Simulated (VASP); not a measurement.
## Fe on the In site in InSe

Aim: the formation energy and local structure of Fe on the In site in InSe. The start is a cell from a database of measured crystal structures.

Main program and level: VASP 6.6.1; PBEsol; plane waves and PAW (In, Se), in the first sound run; inputs show where later runs differ.

Report form: the programs' logs are mostly left out.

The database entry behind the starting cell differs from later determinations by our own check (c about 1.7 % long), so it need not match the best structure at ambient conditions.

### Step 1. The host crystal

Symmetry: P6_3/mmc, No. 194, hexagonal system. The conventional cell has a = 4.050 Å, b = 4.050 Å, c = 16.930 Å, α = 90.00°, β = 90.00°, γ = 120.00°. Nearest to In lie 3 Se at 2.52 Å. Nearest to Se lie 3 In at 2.52 Å. Farther neighbours and most contacts between anions are not listed.

As a file:

```cif
data_structure
_symmetry_space_group_name_H-M 'P6_3/mmc'
_symmetry_Int_Tables_number 194
_cell_length_a 4.0500
_cell_length_b 4.0500
_cell_length_c 16.9300
_cell_angle_alpha 90.000
_cell_angle_beta 90.000
_cell_angle_gamma 120.000
_cell_volume 240.49
loop_
_atom_site_label
_atom_site_type_symbol
_atom_site_symmetry_multiplicity
_atom_site_Wyckoff_symbol
_atom_site_fract_x
_atom_site_fract_y
_atom_site_fract_z
_atom_site_occupancy
In1 In 4 f 0.66667 0.33333 0.84300 1
Se1 Se 4 f 0.66667 0.33333 0.39800 1
```

### Step 2. Relaxing the host crystal

The later steps need the crystal at this functional's own lattice; a raised cutoff keeps the stress reliable while the cell changes.

Input file INCAR:

```
SYSTEM = InSe
PREC = Accurate
ENCUT = 350
EDIFF = 1E-06
NELM = 120
ISMEAR = 0
SIGMA = 0.05
LREAL = .FALSE.
ALGO = Normal
GGA = PS
NBANDS = 26
LORBIT = 11
LWAVE = .FALSE.
LCHARG = .FALSE.
KPAR = 4
LASPH = .TRUE.
IBRION = 2
NSW = 40
ISIF = 3
EDIFFG = -0.02
POTIM = 0.4
```

Input file POSCAR:

```
InSe
1.0
    4.0500000000      0.0000000000      0.0000000000
   -2.0250000000      3.5074028853      0.0000000000
    0.0000000000      0.0000000000     16.9300000000
In Se
4 4
Direct
    0.6666666667      0.3333333333      0.8430000000
    0.3333333333      0.6666666667      0.3430000000
    0.6666666667      0.3333333333      0.6570000000
    0.3333333333      0.6666666667      0.1570000000
    0.6666666667      0.3333333333      0.3980000000
    0.3333333333      0.6666666667      0.8980000000
    0.6666666667      0.3333333333      0.1020000000
    0.3333333333      0.6666666667      0.6020000000
```

Input file KPOINTS:

```
Automatic mesh
0
Gamma
5 5 2
0 0 0
```

The projector-augmented-wave data sets are In and Se (PBE family, release 64).

Started as:

```console
$ mpirun -np 4 vasp_std
```

Elapsed: 2.5 min, on 4 MPI ranks of Intel Xeon Platinum 8488C (Sapphire Rapids), shared host; peak memory 1.2 GiB; 9.7 min of CPU time.

The gap is read on the k-mesh alone, so it is an upper bound where the band edges lie off the mesh. The PAW data sets were made with PBE, which is usual practice but a small mismatch for other functionals. The data set In keeps the semicore shell frozen, which is cheaper and a little less accurate. The run keeps the 24 symmetry operations of its start, so it cannot find a distortion of lower symmetry.

The steps of the relaxation:

```csv
step,energy less that of the first step (eV),largest force (eV/Å),pressure (GPa),volume (Å³)
1,0.0000,2.9914,6.62,240.49
2,-1.2974,0.3302,-3.90,276.38
3,-1.4123,0.9349,-2.21,267.18
4,-1.6815,0.5052,-1.50,256.90
5,-1.7887,0.2217,-0.35,246.02
6,-1.8709,0.2855,0.42,240.88
7,-1.8935,0.3688,1.57,234.28
8,-1.8980,0.3456,1.21,236.15
9,-1.9324,0.0554,-0.24,239.72
10,-1.9343,0.0336,0.02,239.07
11,-1.9343,0.0373,0.04,239.01
12,-1.9346,0.0148,0.00,239.11
```

```csv
"conventional cell, symmetrised",before,after,change
a (Å),4.050,4.029,-0.5 %
b (Å),4.050,4.029,-0.5 %
c (Å),16.930,17.011,+0.5 %
volume (Å³/atom),30.06,29.89,-0.6 %
```

The atoms that moved most (Å, as changes of fractional coordinates times the final cell):

```csv
atom,dx,dy,dz,length
In2,0.000,0.000,-0.197,0.197
In4,0.000,0.000,0.197,0.197
In1,0.000,0.000,-0.197,0.197
In3,0.000,0.000,0.197,0.197
Se5,0.000,0.000,0.153,0.153
Se6,0.000,0.000,0.153,0.153
Se7,0.000,0.000,-0.153,0.153
Se8,0.000,0.000,-0.153,0.153
```

The relaxed structure:

```xyz
8
Lattice="4.0287 0.0000 0.0000 -2.0144 3.4890 0.0000 0.0000 0.0000 17.0109" Properties=species:S:1:pos:R:3 pbc="T T T"
In    2.0144    1.1630   14.1427
In    0.0000    2.3260    5.6373
In    2.0144    1.1630   11.3736
In    0.0000    2.3260    2.8682
Se    2.0144    1.1630    6.9235
Se    0.0000    2.3260   15.4289
Se    2.0144    1.1630    1.5820
Se    0.0000    2.3260   10.0875
```

A gap read on the k-mesh alone can miss the band edges.

This step gave:

* electronic cycles: 100
* electrons: 36
* free energy (TOTEN): -31.08 eV
* Fermi energy: 2.808 eV
* labelled metallic, from the levels on this mesh: no
* gap on the k-mesh: 0.3977 eV
* least direct gap on the k-mesh: 0.3977 eV

The run ended after 12 ionic steps, 1.935 eV below its first step, once forces and stress met EDIFFG = -0.02.

### Step 3. Screening in the host

Charged cells interact with their images through the host's screening, so the correction needs its dielectric constant.

Input file INCAR:

```
SYSTEM = InSe
PREC = Accurate
ENCUT = 300
EDIFF = 1E-08
NELM = 120
ISMEAR = 0
SIGMA = 0.05
LREAL = .FALSE.
ALGO = Normal
GGA = PS
NBANDS = 26
LWAVE = .FALSE.
LCHARG = .FALSE.
KPAR = 4
LASPH = .TRUE.
LEPSILON = .TRUE.
IBRION = 8
NSW = 1
```

Input file POSCAR:

```
InSe
1.0
    4.0287370739      0.0000000000      0.0000000000
   -2.0143685370      3.4889886512      0.0000000000
    0.0000000000      0.0000000000     17.0109036546
In Se
4 4
Direct
    0.6666666667      0.3333333333      0.8313921078
    0.3333333333      0.6666666667      0.3313921078
    0.6666666667      0.3333333333      0.6686078922
    0.3333333333      0.6666666667      0.1686078922
    0.6666666667      0.3333333333      0.4070008612
    0.3333333333      0.6666666667      0.9070008612
    0.6666666667      0.3333333333      0.0929991388
    0.3333333333      0.6666666667      0.5929991388
```

Input file KPOINTS:

```
Automatic mesh
0
Gamma
7 7 2
0 0 0
```

Started as:

```console
$ mpirun -np 4 vasp_std
```

Elapsed: 6.3 min, on 4 MPI ranks; peak memory 1.9 GiB.

Energies printed during the response cycles are not total energies of the cell. With a direct gap this small, the dielectric response converges slowly with the mesh, so tensor and charges are uncertain; a mesh that holds the point of the least gap tends to give too large a tensor.

Numbers from this step:

| Property | Result |
| --- | --- |
| pressure of the cell | -0.04244 GPa |
| largest force of the cell | 0.01468 eV/Å |
| Fermi energy | 2.805 eV |
| gap on the k-mesh | 0.3985 eV |
| least direct gap on the k-mesh | 0.3985 eV |

Electronic dielectric tensor with local fields:

```
 8.41  0.00  0.00
 0.00  8.41  0.00
 0.00  0.00 21.60
```

Ionic part of the static dielectric tensor:

```
3.41 0.00 0.00
0.00 3.41 0.00
0.00 0.00 0.61
```

Born effective charge (e), principal values of the symmetric part by kind of site:

```csv
atom,atoms with these values,low,middle,high,mean
In1,4,1.13,2.46,2.46,2.02
Se5,4,-2.46,-2.46,-1.13,-2.02
```

In full for In1:

```
2.46 0.00 0.00
0.00 2.46 0.00
0.00 0.00 1.13
```

Infrared lines, with heights relative to the strongest:

```csv
position (cm⁻¹),lines merged,"squared mode dipole, relative"
13,2,0.0
22,1,0.0
36,2,0.0
37,2,0.0
103,1,0.0
106,1,0.0
173,4,0.0
177,4,100
193,1,11
203,1,0.0
228,1,0.0
229,1,0.0
```

The electrons screen with a mean of 12.81 and the ions add 2.48; the sum enters the correction.

### Step 4. The supercell without the defect

System of this step: InSe. It takes space group P6_3/mmc (No. 194, hexagonal). Conventional cell: a = 4.029 Å, b = 4.029 Å, c = 17.011 Å, α = 90.00°, β = 90.00°, γ = 120.00°. Nearest to In lie 3 Se at 2.66 Å and 1 In at 2.77 Å. Se has 3 In at 2.66 Å nearest. Farther neighbours and most contacts between anions are not listed.

The same cell, mesh and cutoff without the defect give the energy to subtract and, in a gapped host, the band edges to count from, so that most errors cancel.

Input file INCAR:

```
SYSTEM = InSe
PREC = Normal
ENCUT = 300
EDIFF = 1E-05
NELM = 120
ISMEAR = 0
SIGMA = 0.05
LREAL = Auto
ALGO = Fast
GGA = PS
NBANDS = 96
LORBIT = 11
LWAVE = .FALSE.
LCHARG = .FALSE.
NCORE = 4
LASPH = .TRUE.
```

Input file POSCAR:

```
InSe
1.0
    8.0574741478      0.0000000000      0.0000000000
   -4.0287370740      6.9779773024      0.0000000000
    0.0000000000      0.0000000000     17.0109036546
In Se
16 16
Direct
    0.3333333334      0.1666666666      0.8313921078
    0.3333333334      0.6666666666      0.8313921078
    0.8333333333      0.1666666666      0.8313921078
    0.8333333334      0.6666666666      0.8313921078
    0.1666666666      0.3333333334      0.3313921078
    0.1666666666      0.8333333333      0.3313921078
    0.6666666666      0.3333333334      0.3313921078
    0.6666666666      0.8333333333      0.3313921078
    0.3333333334      0.1666666666      0.6686078922
    0.3333333334      0.6666666666      0.6686078922
    0.8333333333      0.1666666666      0.6686078922
    0.8333333334      0.6666666666      0.6686078922
    0.1666666666      0.3333333334      0.1686078922
    0.1666666666      0.8333333333      0.1686078922
    0.6666666666      0.3333333334      0.1686078922
    0.6666666666      0.8333333333      0.1686078922
    0.3333333334      0.1666666666      0.4070008612
    0.3333333334      0.6666666666      0.4070008612
    0.8333333333      0.1666666666      0.4070008612
    0.8333333334      0.6666666666      0.4070008612
    0.1666666666      0.3333333334      0.9070008612
    0.1666666666      0.8333333333      0.9070008612
    0.6666666666      0.3333333334      0.9070008612
    0.6666666666      0.8333333333      0.9070008612
    0.3333333334      0.1666666666      0.0929991388
    0.3333333334      0.6666666666      0.0929991388
    0.8333333333      0.1666666666      0.0929991388
    0.8333333334      0.6666666666      0.0929991388
    0.1666666666      0.3333333334      0.5929991388
    0.1666666666      0.8333333333      0.5929991388
    0.6666666666      0.3333333334      0.5929991388
    0.6666666666      0.8333333333      0.5929991388
```

Input file KPOINTS:

```
Automatic mesh
0
Gamma
2 2 1
0 0 0
```

Started as:

```console
$ mpirun -np 4 vasp_std
```

Elapsed: 29 s, on 4 MPI ranks; peak memory 0.66 GiB.

This step gave:

```
electronic cycles   : 15
electrons           : 144
free energy (TOTEN) : -123.7226 eV
Fermi energy        : 2.820 eV
gap on the k-mesh   : 0.3916 eV
```

No direct gap is given, since this cell folds other wave vectors onto the zone centre.

The perfect cell has a gap of 0.39 eV on this mesh, with its valence-band top at 2.624 eV, and charged states follow.

### Step 5. Reference Fe

This step: PBEsol, spin-polarised from a ferromagnetic start (one magnetic atom a cell); plane waves and PAW (Fe) (VASP 6.6.1).

System of this step: Fe. The structure is cubic, space group Im-3m (No. 229). The conventional cell has a = 2.870 Å, b = 2.870 Å, c = 2.870 Å, α = 90.00°, β = 90.00°, γ = 90.00°. Nearest to Fe lie 8 Fe at 2.49 Å.

The reference for Fe is its crystal, relaxed at the cutoff of the large cell.

Input file INCAR:

```
SYSTEM = Fe
PREC = Normal
ENCUT = 300
EDIFF = 1E-05
NELM = 120
ISMEAR = 1
SIGMA = 0.1
LREAL = Auto
ALGO = Fast
GGA = PS
NBANDS = 12
ISPIN = 2
MAGMOM = 2.5
LASPH = .TRUE.
LMAXMIX = 4
LORBIT = 11
LWAVE = .FALSE.
LCHARG = .FALSE.
KPAR = 4
IBRION = 2
NSW = 25
ISIF = 3
EDIFFG = -0.02
POTIM = 0.4
```

Input file POSCAR:

```
Fe
1.0
   -1.4350000000      1.4350000000      1.4350000000
    1.4350000000     -1.4350000000      1.4350000000
    1.4350000000      1.4350000000     -1.4350000000
Fe
1
Direct
    0.0000000000      0.0000000000      0.0000000000
```

Input file KPOINTS:

```
Automatic mesh
0
Gamma
13 13 13
0 0 0
```

PAW data sets: Fe (PBE family, release 64).

Started as:

```console
$ mpirun -np 4 vasp_std
```

Run time: 10 s. Hardware: 4 MPI ranks; peak memory 0.45 GiB; 38 s of CPU time.

The cell holds one magnetic atom, so no antiferromagnetic order fits into it. After so large a change of volume the plane waves of the start cell no longer fit, so the final stress carries a basis-set error. The run keeps the 48 symmetry operations of its start, so it cannot find a distortion of lower symmetry.

Relaxation path:

```csv
step,energy less that of the first step (eV),largest force (eV/Å),pressure (GPa),volume (Å³)
1,0.0000,0.0000,-16.53,11.82
2,-0.0376,0.0000,13.44,10.23
3,-0.0592,0.0000,0.24,10.78
```

```csv
"conventional cell, symmetrised",before,after,change
a (Å),2.870,2.783,-3.0 %
b (Å),2.870,2.783,-3.0 %
c (Å),2.870,2.783,-3.0 %
volume (Å³/atom),11.82,10.78,-8.8 %
```

The relaxed structure:

```xyz
1
Lattice="-1.3915 1.3915 1.3915 1.3915 -1.3915 1.3915 1.3915 1.3915 -1.3915" Properties=species:S:1:pos:R:3 pbc="T T T"
Fe    0.0000    0.0000    0.0000
```

This step gave:

- electronic cycles: 27
- electrons: 8
- free energy (TOTEN): -8.928 eV
- energy at zero smearing: -8.927 eV
- Fermi energy: 6.296 eV
- moment of the cell, from the last line of the log: 2.068 μB
- labelled metallic, from the levels on this mesh: yes

Spin moment in the PAW sphere by atom:

```csv
atom,spin moment in the PAW sphere (μB)
Fe1,2.05
```

The run ended after 3 ionic steps, 0.059 eV below its first step, once forces and stress met EDIFFG = -0.02.

Energy at zero smearing: -8.92737 eV.

### Step 6. Reference In

This step: PBEsol; plane waves and PAW (In) (VASP 6.6.1).

System of this step: In. The structure is tetragonal, space group I4/mmm (No. 139). The conventional cell has a = 3.246 Å, b = 3.246 Å, c = 4.939 Å, α = 90.00°, β = 90.00°, γ = 90.00°. In has 12 In at 3.25 to 3.37 Å nearest.

The reference for In is its crystal, relaxed at the cutoff of the large cell.

Input file INCAR:

```
SYSTEM = In
PREC = Normal
ENCUT = 300
EDIFF = 1E-05
NELM = 120
ISMEAR = 1
SIGMA = 0.1
LREAL = Auto
ALGO = Fast
GGA = PS
NBANDS = 7
LORBIT = 11
LWAVE = .FALSE.
LCHARG = .FALSE.
KPAR = 4
LASPH = .TRUE.
IBRION = 2
NSW = 25
ISIF = 3
EDIFFG = -0.02
POTIM = 0.4
```

Input file POSCAR:

```
In
1.0
   -1.6228100628      1.6228100628      2.4694200000
    1.6228100628     -1.6228100628      2.4694200000
    1.6228100628      1.6228100628     -2.4694200000
In
1
Direct
    0.0000000000      0.0000000000      0.0000000000
```

Input file KPOINTS:

```
Automatic mesh
0
Gamma
11 11 11
0 0 0
```

PAW data sets: In (PBE family, release 64).

Started as:

```console
$ mpirun -np 4 vasp_std
```

It took 10 s on 4 MPI ranks; peak memory 0.45 GiB; 38 s of CPU time.

This run has no spin polarisation. Its electron count is odd, so without a moment it is a metal by construction. The k-mesh is coarse for a metal. The run keeps the 16 symmetry operations of its start, so it cannot find a distortion of lower symmetry.

The steps of the relaxation:

```csv
step,energy less that of the first step (eV),largest force (eV/Å),pressure (GPa),volume (Å³)
1,0.0000,0.0000,-0.43,26.01
2,-0.0005,0.0000,-0.06,25.80
3,-0.0006,0.0000,0.08,25.71
4,-0.0006,0.0000,0.11,25.68
5,-0.0009,0.0000,0.11,25.67
6,-0.0018,0.0000,0.14,25.65
7,-0.0009,0.0000,0.35,25.59
8,-0.0019,0.0000,0.20,25.63
9,-0.0019,0.0000,0.16,25.64
10,-0.0019,0.0000,-0.08,25.80
```

```csv
"conventional cell, symmetrised",before,after,change
a (Å),3.246,3.269,+0.7 %
b (Å),3.246,3.269,+0.7 %
c (Å),4.939,4.828,-2.2 %
volume (Å³/atom),26.01,25.80,-0.8 %
```

Final coordinates:

```cif
data_structure
_symmetry_space_group_name_H-M 'P 1'
_symmetry_Int_Tables_number 1
_cell_length_a 3.3422
_cell_length_b 3.3422
_cell_length_c 3.3422
_cell_angle_alpha 121.444
_cell_angle_beta 121.444
_cell_angle_gamma 87.517
_cell_volume 25.80
loop_
_atom_site_label
_atom_site_type_symbol
_atom_site_fract_x
_atom_site_fract_y
_atom_site_fract_z
_atom_site_occupancy
In1 In 0.00000 0.00000 0.00000 1
```

This step gave:

```
electronic cycles       : 38
electrons               : 3
free energy (TOTEN)     : -2.971 eV
energy at zero smearing : -2.971 eV
Fermi energy            : 4.965 eV
```

The run ended after 10 ionic steps, 0.002 eV below its first step, once forces and stress met EDIFFG = -0.02.

Energy at zero smearing: -2.97124 eV.

### Step 7. Reference Se

This step: PBEsol; plane waves and PAW (Se) (VASP 6.6.1).

System of this step: Se. Symmetry: P3_121, No. 152, trigonal system. The conventional cell has a = 4.505 Å, b = 4.505 Å, c = 4.979 Å, α = 90.00°, β = 90.00°, γ = 120.00°. Nearest to Se lie 2 Se at 2.38 Å.

Se is not exchanged here; its energy serves the host's formation enthalpy.

Edit INCAR of step 6 so:

```diff
@@ -1,2 +1,2 @@
-SYSTEM = In
+SYSTEM = Se
 PREC = Normal
@@ -5,3 +5,3 @@
 NELM = 120
-ISMEAR = 1
+ISMEAR = 0
 SIGMA = 0.1
@@ -10,3 +10,3 @@
 GGA = PS
-NBANDS = 7
+NBANDS = 15
 LORBIT = 11
```

Input file POSCAR:

```
Se
1.0
    4.5048207049      0.0000000000      0.0000000000
   -2.2524103524      3.9012891699      0.0000000000
    0.0000000000      0.0000000000      4.9787963167
Se
3
Direct
    0.2178929800      0.0000000000      0.3333333300
    0.0000000000      0.2178929800      0.6666666700
    0.7821070200      0.7821070200      0.0000000000
```

Input file KPOINTS:

```
Automatic mesh
0
Gamma
7 7 6
0 0 0
```

Potentials, in the order of the species: Se (PBE family, release 64).

Started as:

```console
$ mpirun -np 4 vasp_std
```

Run time: 44 s. Hardware: 4 MPI ranks; peak memory 0.61 GiB.

The run keeps the 6 symmetry operations of its start, so it cannot find a distortion of lower symmetry.

Relaxation path:

```csv
step,energy less that of the first step (eV),largest force (eV/Å),pressure (GPa),volume (Å³)
1,0.0000,0.1953,-0.69,87.50
2,-0.0110,0.2177,-0.53,86.24
3,-0.0401,0.3025,0.15,82.52
4,-0.0651,0.4970,2.38,75.35
5,-0.0684,0.4762,2.32,75.14
6,-0.0772,0.4146,2.17,74.50
7,-0.0906,0.3040,2.07,73.23
8,-0.1018,0.1336,2.07,70.70
9,-0.1089,0.0801,1.43,71.37
10,-0.1167,0.0572,0.01,73.06
11,-0.1167,0.0702,-0.18,73.24
12,-0.1167,0.0667,-0.16,73.19
13,-0.1167,0.0626,-0.11,73.14
14,-0.1175,0.0533,-0.10,73.12
15,-0.1197,0.0264,-0.06,73.07
16,-0.1222,0.0247,0.01,72.96
17,-0.1225,0.0507,0.04,72.90
18,-0.1228,0.0251,-0.12,72.94
19,-0.1228,0.0101,-0.23,72.97
20,-0.1230,0.0111,-0.20,72.83
21,-0.1235,0.0124,-0.08,72.44
```

```csv
"conventional cell, symmetrised",before,after,change
a (Å),4.505,4.035,-10.4 %
b (Å),4.505,4.035,-10.4 %
c (Å),4.979,5.137,+3.2 %
volume (Å³/atom),29.17,24.15,-17.2 %
```

The atoms that moved most (Å, as changes of fractional coordinates times the final cell):

```csv
atom,dx,dy,dz,length
Se1,0.125,0.000,0.000,0.125
Se3,-0.062,-0.108,0.000,0.125
Se2,-0.062,0.108,0.000,0.125
```

The relaxed structure:

```xyz
3
Lattice="4.0351 0.0000 0.0000 -2.0175 3.4945 0.0000 0.0000 0.0000 5.1374" Properties=species:S:1:pos:R:3 pbc="T T T"
Se    1.0042    0.0000    1.7125
Se   -0.5021    0.8696    3.4249
Se    1.5155    2.6248    0.0000
```

This step gave:

| Item | Value |
| --- | --- |
| electronic cycles | 107 |
| electrons | 18 |
| free energy (TOTEN) | -11.56 eV |
| Fermi energy | 4.138 eV |
| labelled metallic, from the levels on this mesh | no |
| gap on the k-mesh | 0.8927 eV |
| least direct gap on the k-mesh | 1.103 eV |

The run ended after 21 ionic steps, 0.123 eV below its first step, once forces and stress met EDIFFG = -0.02.

Energy at zero smearing: -11.55997 eV.

[end of part 1 of 2]

[Lines on the potential files, build, host, timing and source positions are cut from VASP's logs without a mark.]

[Logs are printed without paths, hosts, clocks, repeated set-up lines and the standing remarks that a program may print on its own settings, such as how far it seeks lower states.]

[Hosts, paths, dates, database ids (printed as entryN), source tags and the programs' standing remarks are cut or masked in the printed files.]

[In band tables of VASP the shares of atoms and orbitals are scaled to a sum of 1 inside the atoms' spheres.]

[Runs that stopped without an error message from VASP are left out.]
